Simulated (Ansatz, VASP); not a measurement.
# TaAl4: VASP beside Ansatz

The input INCAR:

```
  ALGO = Fast
  EDIFF = 1E-6
  EDIFFG = -0.04
  ENCUT = 600
  GGA = PE
  IBRION = 2
  ISIF = 3
  ISMEAR = 0
  LASPH = True
  LCHARG = False
  LREAL = False
  LWAVE = False
  NELM = 60
  NSW = 90
  PREC = Accurate
  SIGMA = 0.1
```

KPOINTS

```
k-points
0
Gamma
  4 4 4
```

File POSCAR:

```
TaAl4
1.0
    4.4937391300      0.0000000000      0.0000000000
    0.0000000000      4.4937391300      0.0000000000
    0.0000000000      0.0000000000      4.4937391300
Ta Al
1 4
Direct
    0.5000000000      0.5000000000      0.5000000000
    0.0000000000      0.5000000000      0.5000000000
    0.5000000000      0.0000000000      0.5000000000
    0.5000000000      0.5000000000      0.0000000000
    0.0000000000      0.0000000000      0.0000000000
```

Input for Ansatz:

```yaml
crystal:
  lattice:
    - [4.49373913, 0.0, 0.0]
    - [0.0, 4.49373913, 0.0]
    - [0.0, 0.0, 4.49373913]
  atoms:
    - { symbol: Ta, position: [0.5, 0.5, 0.5] }
    - { symbol: Al, position: [0.0, 0.5, 0.5] }
    - { symbol: Al, position: [0.5, 0.0, 0.5] }
    - { symbol: Al, position: [0.5, 0.5, 0.0] }
    - { symbol: Al, position: [0.0, 0.0, 0.0] }
basis:
  ecutwfc: 420
kpoints:
  mp_grid: { grid: [4, 4, 4] }
hamiltonian:
  xc: pbe
scf:
  occupations: { method: gaussian, width: 0.1 }
  lower_state_search: "off"
output:
  forces: true
  stress: true
  eigenvalues: true
relax:
  adjacent_minimum: "off"
  f_tol: 0.04
  max_steps: 70
  cell: { stress_tol: 0.4 }
```

Alike in both runs: task relaxation of cell and atoms; functional PBE; k mesh 4 × 4 × 4; occupations gaussian, width 0.1 eV; no spin polarisation.

|  | VASP | Ansatz |
| --- | --- | --- |
| version | VASP 6.6.1 | Ansatz 0.2.0 |
| potentials or method | VASP PAW PBE potentials, release 64 (Ta_pv, Al) | scalar-relativistic, plane waves, PAW |
| plane-wave cutoff (eV) | 600 | 420 |
| valence electrons in the cell | 23 | 25 |

|  | VASP | Ansatz | Ansatz less VASP |
| --- | --- | --- | --- |
| gap on the k mesh at the Fermi level, each at its own relaxed structure (eV) | none | none | - |
| relaxed volume (Å³/atom) | 26.19 | 25.83 | -0.363 |
| relaxed cell length with the largest relative difference (Å) | 5.078 | 5.055 | -0.0236 |
| energy change over the relaxation (meV/atom) | -548 | -547 | +1.1 |

A gap of «none» marks a metal or a gap that the smearing closes. The two sets of potentials don't hold the same shells in valence.

Caveats: the volume moved by over 15 % at a fixed basis, so the end points are rough (VASP). The runs have no spin-orbit coupling, so splittings on Ta are missing.
